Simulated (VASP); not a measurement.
A VASP calculation is set up with these files.

### INCAR
```
LREAL = .False.   ! projection in real space or not
ALGO = Fast
ENCUT = 400   ! plane-wave cut-off (eV)
NELM = 100   ! most electronic steps
LCHARG = .False.
LWAVE = .False.
LASPH = .True.   ! aspherical one-centre terms
SIGMA = 0.05   ! width (eV)
ISIF = 2
GGA = PE
ISMEAR = 0
EDIFF = 1E-6
SYSTEM = CaS
PREC = Accurate
```

**KPOINTS**
```
Automatic mesh
0
Gamma
7 7 7
0 0 0
```

POSCAR:
```
CaS
1
    0.0000000000     2.9019000000     2.9019000000
    2.9019000000     0.0000000000     2.9019000000
    2.9019000000     2.9019000000     0.0000000000
Ca S
1 1
Direct
  0.0000000000   0.0000000000   0.0000000000
  0.5000000000   0.5000000000   0.5000000000
```

POTCAR, in this order: Ca_sv S (PBE.64 set). Program: vasp_std.

Task: Write an equivalent input for Quantum ESPRESSO's pw.x.

Result: One equivalent input (not run):
```
&CONTROL
  calculation = 'scf'
  pseudo_dir = './pseudo'
  outdir = './out'
  tprnfor = .true.
  tstress = .true.
/
&SYSTEM
  ibrav = 0
  nat = 2
  ntyp = 2
  ecutwfc = 68
  occupations = 'smearing'
  smearing = 'gaussian'
  degauss = 0.003675
  input_dft = 'pbe'
/
&ELECTRONS
  conv_thr = 7.3e-08
  electron_maxstep = 100
/
ATOMIC_SPECIES
  Ca 40.078 Ca.upf
  S 32.060 S.upf
CELL_PARAMETERS angstrom
     0.0000000    2.9019000    2.9019000
     2.9019000    0.0000000    2.9019000
     2.9019000    2.9019000    0.0000000
ATOMIC_POSITIONS crystal
  Ca   0.0000000  0.0000000  0.0000000
  S    0.5000000  0.5000000  0.5000000
K_POINTS automatic
  7 7 7 0 0 0
```
What does not carry over: the potentials are each code's own (VASP's PAW set, PseudoDojo norm-conserving files in pw.x), so ENCUT and ecutwfc are chosen apart and not converted; conv_thr bounds pw.x's estimated SCF error, while EDIFF bounds the energy change between steps.

The compound is CaS in the rock salt structure. The cell was not relaxed at this level. The run is one of a series of settings (ALGO = Fast against the base run), some of them coarse on purpose.
